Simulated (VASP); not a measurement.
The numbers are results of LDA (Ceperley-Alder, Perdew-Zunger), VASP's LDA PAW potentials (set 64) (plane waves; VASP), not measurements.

VASP input:

### POSCAR
```
HfO2
1
    0.0000000000     2.4910312255     2.4910312255
    2.4910312255     0.0000000000     2.4910312255
    2.4910312255     2.4910312255    -0.0000000000
Hf O
1 2
Direct
  0.0000000000   0.0000000000   0.0000000000
  0.2500000000   0.2500000000   0.2500000000
  0.7500000000   0.7500000000   0.7500000000
```

KPOINTS:
```
K-points
0
Gamma
  9 9 9
0 0 0
```

INCAR:
```
ALGO = Normal
NEDOS = 601   # DOS grid
LEFG = .TRUE.
LREAL = .FALSE.
ISIF = 2
EDIFF = 1E-7
LASPH = .TRUE.   # aspherical one-centre terms
ENCUT = 520
LCHARG = .TRUE.
ISMEAR = -5   # tetrahedra, Bloechl
LORBIT = 11   # lm-projected
LMAXMIX = 6
LWAVE = .FALSE.
SYSTEM = HfO2
PREC = Accurate
NELM = 100   # most electronic steps
```

POTCAR, in this order: Hf_pv O (LDA.64 set). Program: vasp_std.

What VASP printed:

**OSZICAR**
```
       N       E                     dE             d eps       ncg     rms          rms(c)
DAV:   1     0.100559960889E+03    0.10056E+03   -0.13148E+04  1050   0.146E+03
DAV:   2    -0.350590622018E+02   -0.13562E+03   -0.13391E+03  1351   0.321E+02
DAV:   3    -0.386375144839E+02   -0.35785E+01   -0.35758E+01  1302   0.528E+01
DAV:   4    -0.386554688158E+02   -0.17954E-01   -0.17952E-01  1379   0.407E+00
DAV:   5    -0.386556036227E+02   -0.13481E-03   -0.13480E-03  1309   0.318E-01    0.558E+01
DAV:   6    -0.332811422678E+02    0.53745E+01   -0.28669E+01  1155   0.386E+01    0.481E+01
DAV:   7    -0.331315684035E+02    0.14957E+00   -0.75314E-01  1316   0.831E+00    0.305E+01
DAV:   8    -0.330792366148E+02    0.52332E-01   -0.16813E-01  1351   0.428E+00    0.524E+00
DAV:   9    -0.330712277135E+02    0.80089E-02   -0.28385E-02  1309   0.156E+00    0.177E+00
DAV:  10    -0.330708773872E+02    0.35033E-03   -0.27906E-03  1393   0.417E-01    0.171E-01
DAV:  11    -0.330708654271E+02    0.11960E-04   -0.17220E-04  1190   0.110E-01    0.110E-01
DAV:  12    -0.330708649120E+02    0.51511E-06   -0.58037E-06  1407   0.215E-02    0.762E-03
DAV:  13    -0.330708648104E+02    0.10156E-06   -0.13723E-06  1288   0.865E-03    0.222E-03
DAV:  14    -0.330708648137E+02   -0.32462E-08   -0.48866E-08   882   0.208E-03
   1 F= -.33070865E+02 E0= -.33070865E+02  d E =0.000000E+00
```

**OUTCAR**
```
------------------------ aborting loop because EDIFF is reached ----------------------------------------
  FORCE on cell =-STRESS in cart. coord.  units (eV):
  Direction    XX          YY          ZZ          XY          YZ          ZX
  --------------------------------------------------------------------------------------
  Total        0.0006402      0.0006402      0.0006402     -0.0000000      0.0000000      0.0000000
  in kB        0.0331801      0.0331801      0.0331801     -0.0000000      0.0000000      0.0000000
  external PRESSURE =       0.0331801 kB  Pullay stress =       0.0000000 kB
  volume of cell :       30.91
      direct lattice vectors                 reciprocal lattice vectors
     0.000000000  2.491031226  2.491031226    -0.200720085  0.200720085  0.200720085
     2.491031226  0.000000000  2.491031226     0.200720085 -0.200720085  0.200720085
     2.491031226  2.491031226  0.000000000     0.200720085  0.200720085 -0.200720085
 POSITION                                       TOTAL-FORCE (eV/Angst)
 -----------------------------------------------------------------------------------
      0.00000      0.00000      0.00000         0.000000      0.000000      0.000000
      1.24552      1.24552      1.24552         0.000000     -0.000000      0.000000
      3.73655      3.73655      3.73655        -0.000000      0.000000     -0.000000
 -----------------------------------------------------------------------------------
    total drift:                                0.000000      0.000000      0.000000
  FREE ENERGIE OF THE ION-ELECTRON SYSTEM (eV)
  ---------------------------------------------------
  free  energy   TOTEN  =       -33.0708648137 eV

  energy  without entropy=      -33.0708648137  energy(sigma->0) =      -33.07086481

 total charge

# of ion       s       p       d       tot
------------------------------------------
    1        0.311   6.653   1.484   8.448
    2        1.552   3.562   0.000   5.114
    3        1.552   3.562   0.000   5.114
--------------------------------------------------
tot          3.416  13.777   1.484  18.676

 Electric field gradients after diagonalization (V/A^2)
 (convention: |V_zz| > |V_xx| > |V_yy|)
----------------------------------------------------------------------
 ion       V_xx      V_yy      V_zz     asymmetry (V_yy - V_xx)/ V_zz
----------------------------------------------------------------------
   1      -0.000    -0.000     0.001       0.000
   2       0.003     0.003    -0.005       0.000
   3       0.003     0.003    -0.005       0.000
```
(Selected blocks of OUTCAR.)

The compound is HfO2 in the fluorite structure, the high-temperature cubic form, which is unstable at 0 K; the monoclinic form is the stable one. It was relaxed first, which changed the volume by -6 %.
